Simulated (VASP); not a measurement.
Consider the following.

```yaml
crystal:
  lattice:
    - [1.59067, -2.75513, 0.00000]
    - [1.59067, 2.75513, 0.00000]
    - [0.00000, 0.00000, 13.03682]
  atoms:
    - { symbol: W, position: [0.33333, 0.66667, 0.25000] }
    - { symbol: W, position: [0.66667, 0.33333, 0.75000] }
    - { symbol: S, position: [0.33333, 0.66667, 0.86974] }
    - { symbol: S, position: [0.66667, 0.33333, 0.36974] }
    - { symbol: S, position: [0.66667, 0.33333, 0.13026] }
    - { symbol: S, position: [0.33333, 0.66667, 0.63026] }
```

Computed with r2SCAN meta-GGA, VASP's PBE PAW potentials (set 64) (plane waves; VASP). Numerical set-up: 520 eV cut-off, 9×9×2 Γ-centred mesh, tetrahedra with Blöchl corrections, potentials W_sv S.

The cores are frozen, which limits the accuracy of field gradients.

Give the principal components of the electric field gradient (V/Å²) and the asymmetry η at each nucleus.

| atom | Vxx | Vyy | Vzz | η |
|---|---|---|---|---|
| W1 | 76.5 | 76.5 | -153.0 | 0.00 |
| W2 | 76.5 | 76.5 | -153.0 | 0.00 |
| S3 | 24.1 | 24.1 | -48.2 | 0.00 |
| S4 | 24.1 | 24.1 | -48.2 | 0.00 |
| S5 | 24.1 | 24.1 | -48.2 | 0.00 |
| S6 | 24.1 | 24.1 | -48.2 | 0.00 |

The compound is WS2 in the 2H layered structure. It was relaxed first, which changed the volume by +8 %.
